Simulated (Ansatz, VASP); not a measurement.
# BiP in VASP and in Ansatz

Contents of INCAR:

```
SYSTEM = BiP
ALGO     = Normal         ! electronic algorithm
EDIFF    = 1E-6           ! SCF threshold, eV
ENCUT    = 520            ! plane-wave cutoff, eV
GGA      = PS             ! functional
ISIF     = 2              ! what is computed and relaxed
ISMEAR   = 0              ! smearing method
LASPH    = .True.         ! aspherical terms in the spheres
LCHARG   = .False.        ! write CHGCAR
LREAL    = .False.        ! projectors in reciprocal space
LWAVE    = .False.        ! write WAVECAR
NBANDS   = 17             ! bands
NELM     = 100            ! most SCF steps
PREC     = Accurate       ! precision mode
SIGMA    = 0.05           ! smearing width, eV
```

Contents of KPOINTS:

```
k-points
0
Gamma
  6 6 6
  0 0 0
```

Contents of POSCAR:

```
BiP
1.0
    0.0000000000      3.2001370721      3.2001370721
    3.2001370721      0.0000000000      3.2001370721
    3.2001370721      3.2001370721      0.0000000000
Bi P
1 1
Direct
    0.0000000000      0.0000000000      0.0000000000
    0.2500000000      0.2500000000      0.2500000000
```

Input for Ansatz:

```yaml
crystal:
  lattice:
    - [0.0, 3.2001370721, 3.2001370721]
    - [3.2001370721, 0.0, 3.2001370721]
    - [3.2001370721, 3.2001370721, 0.0]
  atoms:
    - { symbol: Bi, position: [0.0, 0.0, 0.0] }
    - { symbol: P, position: [0.25, 0.25, 0.25] }
basis:
  ecutwfc: 420
kpoints:
  mp_grid: { grid: [6, 6, 6] }
hamiltonian:
  xc: pbesol
scf:
  occupations: { method: gaussian, width: 0.05 }
output:
  forces: true
  stress: true
  eigenvalues: true
```

The cell comes from a database or a generator and needn't be the stable form of this composition.

Alike in both runs: task single point; functional PBEsol; k mesh 6 × 6 × 6; occupations gaussian, width 0.05 eV; no spin polarisation.

|  | VASP | Ansatz |
| --- | --- | --- |
| version | VASP 6.6.1 | Ansatz 0.2.0 |
| potentials or method | VASP PAW PBE potentials, release 64 (Bi_d, P) | scalar-relativistic, plane waves, PAW |
| plane-wave cutoff (eV) | 520 | 420 |
| valence electrons in the cell | 20 | 20 |

|  | VASP | Ansatz | Ansatz less VASP |
| --- | --- | --- | --- |
| gap on the k mesh at the Fermi level (eV) | none | none | - |
| pressure (GPa) | 0.5 | 0.5 | +0.01 |

A gap of «none» marks a metal or a gap that the smearing closes. With one functional, cell and mesh, what is left measures potentials, basis and numerics.

Caveats: the PAW data sets were made with another functional, which shifts forces and pressure a little (VASP); spin-orbit coupling is left out, which moves the levels of the heavy elements.
